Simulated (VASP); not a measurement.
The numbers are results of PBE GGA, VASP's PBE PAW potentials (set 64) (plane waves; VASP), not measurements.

The input files of a VASP run:

### INCAR
```
# general
SYSTEM =CsI
PREC   =Accurate
ENCUT  =180
LREAL  =F
LASPH  =T

# electronic loop
EDIFF  =1E-6
NELM   =100
ALGO   =Normal
LMAXMIX=4

# smearing
ISMEAR =1
SIGMA  =0.136

# functional
GGA    =PE

# ions
ISIF   =2

# output
LWAVE  =F
LCHARG =F
```

File KPOINTS:
```
Automatic mesh
0
Gamma
3 3 3
0 0 0
```

POSCAR:
```
CsI
1
    4.5728390000     0.0000000000     0.0000000000
    0.0000000000     4.5728390000     0.0000000000
    0.0000000000     0.0000000000     4.5728390000
Cs I
1 1
Direct
  0.0000000000   0.0000000000   0.0000000000
  0.5000000000   0.5000000000   0.5000000000
```

POTCAR, in this order: Cs_sv I (PBE.64 set). Program: vasp_std.

Gaps are read on the run's mesh, which can miss a band edge. Unless said otherwise, spin-orbit coupling is left out, though it shifts the bands of the heavy elements here.

Q: What does the run give for the energy per atom (σ→0), band gap (on the k-mesh)?

A: 
```
Item                              Result
------------------------  --------------
energy per atom (σ→0)     -2.701 eV/atom
band gap (on the k-mesh)         3.94 eV
```

**OSZICAR**
```
...
DAV:   6    -0.542091835397E+01    0.12263E+00   -0.17658E-01   100   0.194E+00    0.183E+00
DAV:   7    -0.539586285374E+01    0.25056E-01   -0.15989E-01   108   0.191E+00    0.732E-01
DAV:   8    -0.539883296999E+01   -0.29701E-02   -0.92671E-03   104   0.578E-01    0.116E-01
DAV:   9    -0.539931608802E+01   -0.48312E-03   -0.70594E-04   108   0.184E-01    0.983E-02
DAV:  10    -0.539944098756E+01   -0.12490E-03   -0.18337E-04   112   0.832E-02    0.148E-02
DAV:  11    -0.539943723901E+01    0.37485E-05   -0.43055E-05   112   0.299E-02    0.114E-02
DAV:  12    -0.539943767763E+01   -0.43863E-06   -0.37409E-06   108   0.122E-02
   1 F= -.53994377E+01 E0= -.54020747E+01  d E =0.791119E-02
```

The structure comes from a computed database's CsI entry; how it stands against other phases isn't given here. The cell was not relaxed at this level. The k-mesh is coarse (spacing up to 0.46 per Å, 2π included), so the numbers may not be converged in it. The run is one of a series of settings (ENCUT = 180, ISMEAR = 1, SIGMA = 0.136, KPOINTS 3×3×3 Γ-centred mesh against the base run), some of them coarse on purpose.
